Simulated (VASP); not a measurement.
Set up this calculation in VASP 6.6.1, as the native input.

| Item | Value |
| --- | --- |
| Task | dielectric tensor |
| Functional | PBEsol |
| Potentials or basis | VASP PAW PBE potentials, release 64 (Cd, Zn, Se) |
| Cutoff | 600 eV |
| k mesh | 6 × 6 × 6 |
| Occupations | gaussian, width 0.03 eV |
| Spin | no spin polarisation |
| Monkhorst-Pack mesh | yes |
| Further INCAR settings | ALGO = Fast; EDIFF = 1e-08 |

The structure of Zn3CdSe4 lies in POSCAR:

```
Zn3CdSe4                                
1.0
    5.7531726419      0.0000000000      0.0000000000
    0.0000000000     -5.7531726419      0.0000000000
    0.0000000000      0.0000000000     -5.7531726419
  Cd              Zn              Se            
     1     3     4
Direct
     0.0000000000000000    0.5000000000000000    0.5000000000000000
     0.5000000000000000    0.0000000000000000    0.5000000000000000
     0.5000000000000000    0.5000000000000000    0.0000000000000000
     0.0000000000000000    0.0000000000000000    0.0000000000000000
     0.2614284112874330    0.2385715887125670    0.2385715887125670
     0.7385715887125670    0.7614284112874330    0.2385715887125670
     0.7385715887125670    0.2385715887125670    0.7614284112874330
     0.2614284112874330    0.7614284112874330    0.7614284112874330
```

The cell was built by a generator and needn't be a form met in nature.

One way to write it, as run:

INCAR

```
SYSTEM = Zn3CdSe4
PREC = Accurate
ENCUT = 600
EDIFF = 1E-8
ISMEAR = 0
SIGMA = 0.03
LREAL = .False.
LASPH = .True.
NELM = 80
ALGO = Fast
ISIF = 2
LWAVE = .False.
LCHARG = .False.
GGA = PS
LEPSILON = .True.
KPAR = 2
```

KPOINTS

```
regular mesh
0
Monkhorst
  6 6 6
  0 0 0
```

Potentials or basis: VASP PAW PBE potentials, release 64 (Cd, Zn, Se).

Run with:

```bash
$ cat potpaw_PBE.64/Cd/POTCAR potpaw_PBE.64/Zn/POTCAR potpaw_PBE.64/Se/POTCAR > POTCAR
$ mpirun -np 2 vasp_std > vasp.out
```

Results of the run:

```yaml
Electronic_dielectric_tensor_diagonal: 7.56
Born_charges_mean_of_the_diagonal: Cd +2.16; Zn +2.06; Se -2.09 e
```

Run time: 38 min on 2 MPI ranks on Intel(R) Xeon(R) Platinum 8375C CPU @ 2.90GHz (Ice Lake) (shared host), peak memory 0.94 GiB a rank.
